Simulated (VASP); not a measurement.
A convergence study with VASP on As (space group R-3m): a few settings are varied, all else stays as given below, so the limit is that of these other settings.

```
CELL_PARAMETERS angstrom
      3.69877    -1.88940     0.00000
      3.69877     1.88940     0.00000
      2.73362     0.00000     3.12698
ATOMIC_POSITIONS crystal
  As 0.23172 0.23172 0.23172
  As 0.77300 0.77300 0.77300
```

The numbers are results of PBE GGA, VASP's PBE PAW potentials (set 64) (plane waves; VASP), not measurements. The last row used: 300 eV cut-off, 18×18×18 Γ-centred mesh, Fermi-Dirac smearing of 0.010 eV, potentials As.

```json
[
 {"setting": "SIGMA = 1.0", "E (eV/atom)": "-4.5383", "pressure (GPa)": "5.80", "largest force (eV/Å)": "0.565", "irreducible k-points": "580"},
 {"setting": "SIGMA = 0.5", "E (eV/atom)": "-4.6333", "pressure (GPa)": "1.67", "largest force (eV/Å)": "0.051", "irreducible k-points": "580"},
 {"setting": "SIGMA = 0.3", "E (eV/atom)": "[?]", "pressure (GPa)": "[?]", "largest force (eV/Å)": "[?]", "irreducible k-points": "580"},
 {"setting": "SIGMA = 0.2", "E (eV/atom)": "-4.6623", "pressure (GPa)": "1.10", "largest force (eV/Å)": "0.171", "irreducible k-points": "580"},
 {"setting": "SIGMA = 0.05", "E (eV/atom)": "-4.6646", "pressure (GPa)": "1.19", "largest force (eV/Å)": "0.226", "irreducible k-points": "580"},
 {"setting": "SIGMA = 0.02", "E (eV/atom)": "-4.6647", "pressure (GPa)": "1.21", "largest force (eV/Å)": "[?]", "irreducible k-points": "580"},
 {"setting": "SIGMA = 0.01", "E (eV/atom)": "-4.6647", "pressure (GPa)": "1.21", "largest force (eV/Å)": "0.230", "irreducible k-points": "580"}
]
```

Q: Complete the blanks.

A: 
- SIGMA = 0.3, E (eV/atom): -4.6567
- SIGMA = 0.3, pressure (GPa): 1.15
- SIGMA = 0.3, largest force (eV/Å): 0.113
- SIGMA = 0.02, largest force (eV/Å): 0.229

Left out are rungs that failed or repeat a setting and relaxations that didn't move; long series are thinned to 24 rows.

The structure is a typed As crystal (space group no. 166). The cell was not relaxed at this level, forces remain on its atoms.
